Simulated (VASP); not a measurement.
Energy against volume of BN (wurtzite). These are PBE GGA with D4 dispersion, VASP's PBE PAW potentials (set 64) (plane waves; VASP) values and carry that method's errors. Run with 520 eV cut-off, 10×10×5 Γ-centred mesh, Gaussian smearing of 0.050 eV, potentials B N.

Shape and ions are relaxed at each volume.

```json
[
 {"V (Å³/atom)": "5.531", "E (eV/atom)": "-8.91670"},
 {"V (Å³/atom)": "5.708", "E (eV/atom)": "-8.93858"},
 {"V (Å³/atom)": "5.884", "E (eV/atom)": "-8.94561"},
 {"V (Å³/atom)": "6.061", "E (eV/atom)": "-8.93984"}
]
```

Question: Fit these four points and predict the energy of the run at 6.237 Å³/atom.

Answer: A cubic in V^(−2/3), the third-order Birch-Murnaghan form, passes through the four points with V0 = 5.89 Å³/atom and B0 = 386 GPa, and gives -8.9230 eV/atom there. The run gave -8.9230 eV/atom, -0.0 meV/atom from the fit; all five points give B0 = 386 GPa.

The compound is BN in the wurtzite structure, a metastable high-pressure form. It was relaxed first.
